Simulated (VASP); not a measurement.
**Initial- and final-state core-level shifts of Zn2Rh3**

Aim: how the core levels of Zn2Rh3 differ from atom to atom, with and without the screening of the hole.

Main program and level: VASP 6.6.1; PBEsol; plane waves and PAW (Zn, Rh_pv), in the first sound run; inputs show where later runs differ.

Report form: the programs' logs are mostly left out.

### Step 1. Starting point

The cell holds 20 atoms: 8 Zn and 12 Rh. Its edges and angles: a = 5.416 Å, b = 5.416 Å, c = 22.845 Å, α = 90.0°, β = 90.0°, γ = 60.0°. It derives from Rh. Overlayer: added Zn, how one layer, both faces. Regions: layer 1, 4 atoms (4 Zn); layer 2, 4 atoms (4 Rh); layer 3, 4 atoms (4 Rh); other layers, 8 atoms (4 Rh and 4 Zn). Vacuum lies along c.

### Step 2. Relaxation

The free atoms are relaxed first inside the given cell, which is kept (ISIF = 0), since core levels depend on the positions.

INCAR reads:

```
SYSTEM = Zn2Rh3
PREC = Normal
ENCUT = 330
EDIFF = 1E-05
NELM = 100
ISMEAR = 0
SIGMA = 0.1
LREAL = Auto
ALGO = Fast
GGA = PS
NBANDS = 171
LASPH = .TRUE.
LWAVE = .FALSE.
LCHARG = .FALSE.
KPAR = 2
NCORE = 4
IBRION = 2
NSW = 50
ISIF = 0
EDIFFG = -0.05
```

POSCAR reads:

```
Zn2Rh3
1.0
    5.4164379439      0.0000000000      0.0000000000
    2.7082189719      4.6907728574      0.0000000000
    0.0000000000      0.0000000000     22.8450061240
Zn Rh
8 12
Selective dynamics
Direct
    0.0000000000      0.0000000000      0.6935873000  T T T
    0.5000000000      0.0000000000      0.6935873000  T T T
    0.0000000000      0.5000000000      0.6935873000  T T T
    0.5000000000      0.5000000000      0.6935873000  T T T
    0.8333333330      0.3333333330      0.3064127000  T T T
    0.3333333330      0.3333333330      0.3064127000  T T T
    0.8333333330      0.8333333330      0.3064127000  T T T
    0.3333333330      0.8333333330      0.3064127000  T T T
    0.8333333330      0.3333333330      0.5967936500  T T T
    0.3333333330      0.3333333330      0.5967936500  T T T
    0.8333333330      0.8333333330      0.5967936500  T T T
    0.3333333330      0.8333333330      0.5967936500  T T T
    0.1666666670      0.1666666670      0.5000000000  F F F
    0.6666666670      0.1666666670      0.5000000000  F F F
    0.1666666670      0.6666666670      0.5000000000  F F F
    0.6666666670      0.6666666670      0.5000000000  F F F
    0.0000000000      0.0000000000      0.4032063500  T T T
    0.5000000000      0.0000000000      0.4032063500  T T T
    0.0000000000      0.5000000000      0.4032063500  T T T
    0.5000000000      0.5000000000      0.4032063500  T T T
```

KPOINTS reads:

```
Automatic mesh
0
Gamma
4 4 1
0 0 0
```

PAW data sets: Zn and Rh_pv (PBE family, release 64).

On the command line:

```sh
$ mpirun -np 8 vasp_std
```

Wall time 3.5 min (8 MPI ranks of Intel Xeon Platinum 8375C at 2.90GHz (Ice Lake), shared host); peak memory 1.4 GiB; 23 min of CPU time.

The PAW data sets were made with PBE, which is usual practice but a small mismatch for other functionals. The run keeps the 12 symmetry operations of its start, so it cannot find a distortion of lower symmetry.

Relaxation path:

```csv
step,energy less that of the first step (eV),largest force (eV/Å)
1,0.0000,0.4246
2,-0.0668,0.3629
3,-0.2130,0.2007
4,-0.1712,0.5290
5,-0.2507,0.3211
6,-0.2919,0.0296
```

The atoms that moved most (Å):

| atom | dx | dy | dz | length |
| --- | --- | --- | --- | --- |
| Zn5 | 0.000 | 0.000 | 0.148 | 0.148 |
| Zn6 | 0.000 | 0.000 | 0.148 | 0.148 |
| Zn7 | 0.000 | 0.000 | 0.148 | 0.148 |
| Zn8 | 0.000 | 0.000 | 0.148 | 0.148 |
| Zn1 | 0.000 | 0.000 | -0.148 | 0.148 |
| Zn2 | 0.000 | 0.000 | -0.148 | 0.148 |
| Zn3 | 0.000 | 0.000 | -0.148 | 0.148 |
| Zn4 | 0.000 | 0.000 | -0.148 | 0.148 |

Final coordinates:

```xyz
20
Lattice="5.4164 0.0000 0.0000 2.7082 4.6908 0.0000 0.0000 0.0000 22.8450" Properties=species:S:1:pos:R:3
Zn    0.0000    0.0000   15.6974
Zn    2.7082    0.0000   15.6974
Zn    1.3541    2.3454   15.6974
Zn    4.0623    2.3454   15.6974
Zn    5.4164    1.5636    7.1476
Zn    2.7082    1.5636    7.1476
Zn    6.7705    3.9090    7.1476
Zn    4.0623    3.9090    7.1476
Rh    5.4164    1.5636   13.5771
Rh    2.7082    1.5636   13.5771
Rh    6.7705    3.9090   13.5771
Rh    4.0623    3.9090   13.5771
Rh    1.3541    0.7818   11.4225
Rh    4.0623    0.7818   11.4225
Rh    2.7082    3.1272   11.4225
Rh    5.4164    3.1272   11.4225
Rh    0.0000    0.0000    9.2679
Rh    2.7082    0.0000    9.2679
Rh    1.3541    2.3454    9.2679
Rh    4.0623    2.3454    9.2679
```

Numbers from this step:

```yaml
free_energy_toten: -109.2344 eV
energy_at_zero_smearing: -109.1741 eV
fermi_energy: 1.573 eV
```

The forces on the free atoms are under 0.05 eV/Å.

### Step 3. Initial state

The cell without a hole gives, with ICORELEVEL = 1, the Kohn-Sham core levels of the initial state.

INCAR reads:

```
SYSTEM = Zn2Rh3
PREC = Normal
ENCUT = 330
EDIFF = 1E-05
NELM = 120
ISMEAR = 0
SIGMA = 0.1
LREAL = Auto
ALGO = Fast
GGA = PS
NBANDS = 171
LASPH = .TRUE.
LORBIT = 11
LWAVE = .FALSE.
LCHARG = .FALSE.
KPAR = 2
NCORE = 4
ICORELEVEL = 1
ISIF = 0
LVHAR = .TRUE.
```

POSCAR reads:

```
Zn2Rh3
1.0
    5.4164379439      0.0000000000      0.0000000000
    2.7082189719      4.6907728574      0.0000000000
    0.0000000000      0.0000000000     22.8450061240
Zn Rh
8 12
Direct
    0.0000000000      0.0000000000      0.6871256154
    0.5000000000      0.0000000000      0.6871256154
    0.0000000000      0.5000000000      0.6871256154
    0.5000000000      0.5000000000      0.6871256154
    0.8333333330      0.3333333330      0.3128743846
    0.3333333330      0.3333333330      0.3128743846
    0.8333333330      0.8333333330      0.3128743846
    0.3333333330      0.8333333330      0.3128743846
    0.8333333330      0.3333333330      0.5943131539
    0.3333333330      0.3333333330      0.5943131539
    0.8333333330      0.8333333330      0.5943131539
    0.3333333330      0.8333333330      0.5943131539
    0.1666666670      0.1666666670      0.5000000000
    0.6666666670      0.1666666670      0.5000000000
    0.1666666670      0.6666666670      0.5000000000
    0.6666666670      0.6666666670      0.5000000000
    0.0000000000      0.0000000000      0.4056868461
    0.5000000000      0.0000000000      0.4056868461
    0.0000000000      0.5000000000      0.4056868461
    0.5000000000      0.5000000000      0.4056868461
```

KPOINTS is that of step 2.

On the command line:

```sh
$ mpirun -np 8 vasp_std
```

It took 79 s on 8 MPI ranks; peak memory 1.3 GiB.

These are scalar-relativistic Kohn-Sham levels of the ground state, with no core hole, so they are not binding energies.

The two shallowest core shells; atoms whose shallowest level rounds to another's at 0.01 eV are left out. Core levels, by row:

| atom | shell | level below the Fermi level (eV) |
| --- | --- | --- |
| Zn1 | 3s | 126.2 |
| Zn1 | 3p | 80.33 |
| Rh9 | 3d | 297.2 |
| Rh9 | 4s | 78.66 |
| Rh13 | 3d | 297.5 |
| Rh13 | 4s | 78.94 |

### Step 4. Core hole, atom Zn4, shell 2p

This step: final-state core hole with the electron kept at the Fermi level, PBEsol; plane waves and PAW (Zn, Zn, Rh_pv) (VASP 6.6.1).

A core electron of Zn4 (2p) is moved to the Fermi level; this atom comes first in POSCAR as a species of its own.

Edit INCAR of step 3 so:

```diff
@@ -12,3 +12,2 @@
 LASPH = .TRUE.
-LORBIT = 11
 LWAVE = .FALSE.
@@ -17,4 +16,7 @@
 NCORE = 4
-ICORELEVEL = 1
+ICORELEVEL = 2
+CLNT = 1
+CLN = 2
+CLL = 1
+CLZ = 1
 ISIF = 0
-LVHAR = .TRUE.
```

Edit POSCAR of step 3 so:

```diff
@@ -5,5 +5,6 @@
     0.0000000000      0.0000000000     22.8450061240
-Zn Rh
-8 12
+Zn Zn Rh
+1 7 12
 Direct
+    0.5000000000      0.5000000000      0.6871256154
     0.0000000000      0.0000000000      0.6871256154
@@ -11,3 +12,2 @@
     0.0000000000      0.5000000000      0.6871256154
-    0.5000000000      0.5000000000      0.6871256154
     0.8333333330      0.3333333330      0.3128743846
```

KPOINTS is that of step 3.

PAW data sets: Zn, Zn and Rh_pv (PBE family, release 64).

On the command line:

```sh
$ mpirun -np 8 vasp_std
```

The job ended after 94 s (8 MPI ranks; peak memory 1.3 GiB).

This run has no spin polarisation.

Numbers from this step:

```
free energy (TOTEN)     : -439.5618 eV
energy at zero smearing : -439.5124 eV
Fermi energy            : 1.689 eV
```

This is the reference for holes on Zn.

### Step 5. Core hole, atom Zn3, shell 2p

The same hole on the next atom.

INCAR is that of step 4.

Edit POSCAR of step 4 so:

```diff
@@ -8,6 +8,6 @@
 Direct
-    0.5000000000      0.5000000000      0.6871256154
+    0.0000000000      0.5000000000      0.6871256154
     0.0000000000      0.0000000000      0.6871256154
     0.5000000000      0.0000000000      0.6871256154
-    0.0000000000      0.5000000000      0.6871256154
+    0.5000000000      0.5000000000      0.6871256154
     0.8333333330      0.3333333330      0.3128743846
```

KPOINTS is that of step 4.

On the command line:

```sh
$ mpirun -np 8 vasp_std
```

The job ended after 81 s (8 MPI ranks; peak memory 1.3 GiB; 8.5 min of CPU time).

Against the hole on Zn4 the energy differs by +0.00 eV.

### Step 6. Core hole, atom Rh9, shell 3d

This step: final-state core hole with the electron kept at the Fermi level, PBEsol; plane waves and PAW (Rh_pv, Zn, Rh_pv) (VASP 6.6.1).

System of this step: Zn2Rh3. The cell holds 20 atoms: 12 Rh and 8 Zn. Its edges and angles: a = 5.416 Å, b = 5.416 Å, c = 22.845 Å, α = 90.0°, β = 90.0°, γ = 60.0°. It derives from Rh. Overlayer: added Zn, how one layer, both faces. Vacuum lies along c.

A core electron of Rh9 (3d) is moved to the Fermi level; this atom comes first in POSCAR as a species of its own.

Edit INCAR of step 5 so:

```diff
@@ -18,4 +18,4 @@
 CLNT = 1
-CLN = 2
-CLL = 1
+CLN = 3
+CLL = 2
 CLZ = 1
```

Edit POSCAR of step 5 so:

```diff
@@ -5,8 +5,9 @@
     0.0000000000      0.0000000000     22.8450061240
-Zn Zn Rh
-1 7 12
+Rh Zn Rh
+1 8 11
 Direct
-    0.0000000000      0.5000000000      0.6871256154
+    0.8333333330      0.3333333330      0.5943131539
     0.0000000000      0.0000000000      0.6871256154
     0.5000000000      0.0000000000      0.6871256154
+    0.0000000000      0.5000000000      0.6871256154
     0.5000000000      0.5000000000      0.6871256154
@@ -16,3 +17,2 @@
     0.3333333330      0.8333333330      0.3128743846
-    0.8333333330      0.3333333330      0.5943131539
     0.3333333330      0.3333333330      0.5943131539
```

KPOINTS is that of step 5.

Potentials, in the order of the species: Rh_pv, Zn and Rh_pv (PBE family, release 64).

On the command line:

```sh
$ mpirun -np 8 vasp_std
```

Elapsed: 1.7 min, on 8 MPI ranks; peak memory 1.3 GiB; 10 min of CPU time.

This is the reference for holes on Rh.

### Step 7. Core hole, atom Rh13, shell 3d

INCAR is that of step 6.

Edit POSCAR of step 6 so:

```diff
@@ -8,3 +8,3 @@
 Direct
-    0.8333333330      0.3333333330      0.5943131539
+    0.1666666670      0.1666666670      0.5000000000
     0.0000000000      0.0000000000      0.6871256154
@@ -17,2 +17,3 @@
     0.3333333330      0.8333333330      0.3128743846
+    0.8333333330      0.3333333330      0.5943131539
     0.3333333330      0.3333333330      0.5943131539
@@ -20,3 +21,2 @@
     0.3333333330      0.8333333330      0.5943131539
-    0.1666666670      0.1666666670      0.5000000000
     0.6666666670      0.1666666670      0.5000000000
```

KPOINTS is that of step 6.

On the command line:

```sh
$ mpirun -np 8 vasp_std
```

It took 1.7 min on 8 MPI ranks; peak memory 1.3 GiB; 10 min of CPU time.

Against the hole on Rh9 the energy differs by +0.23 eV.

### Step 8. Summary

This step: core-level shifts, PBEsol; plane waves and PAW (VASP 6.6.1).

This step runs nothing: it gathers the runs above.

A positive shift is a higher binding energy. Cost is wall time times ranks on a shared host. Core-level shifts:

```csv
atom,region,shell,Kohn-Sham level below the Fermi level (eV),initial-state shift (eV),final-state shift (eV),shifts are from,cost (core minutes)
Zn4,layer 1,2p,1001,0,0,Zn4,12.55
Zn3,layer 1,2p,1001,0,7.30e-7,Zn4,10.81
Rh9,layer 2,3d,297.2,0,0,Rh9,13.35
Rh13,layer 3,3d,297.5,0.3258,0.2288,Rh9,13.35
```

### Step 9. Outcome

```
Rh13 3d (layer 3), from Rh9 : initial state +0.33 eV, final state +0.23 eV
```

Against Rh9, Rh13 is shifted by +0.33 eV in the initial state and by +0.23 eV with the hole (energies extrapolated to zero smearing). Zn3 has the level of the reference atom in both states, as equivalent sites do. Only these atoms were given a hole, so other sites aren't ranked. The difference of the two pictures holds the screening of the hole, but also the cell's limits: holes repeat 5.4 Å apart, and the electron from the core stays in the cell, where it moves the Fermi energy by -0.04 to +0.12 eV, less than the shifts themselves. Cell size, mesh and smearing weren't varied between the hole runs, and no dipole correction was applied to the slab. The other core electrons are frozen, spin-orbit splitting and multiplets are absent, and only shifts between atoms of one element are meaningful. Not tabulated here, as repeats of values shown or as unfit to read for their mesh, reference level or band range: core levels (core hole).

[Lines on the potential files, build, host, timing and source positions are cut from VASP's logs without a mark.]

[Logs are printed without paths, hosts, clocks, repeated set-up lines and the standing remarks that a program may print on its own settings, such as how far it seeks lower states.]

[Hosts, paths, dates, database ids (printed as entryN), source tags and the programs' standing remarks are cut or masked in the printed files.]
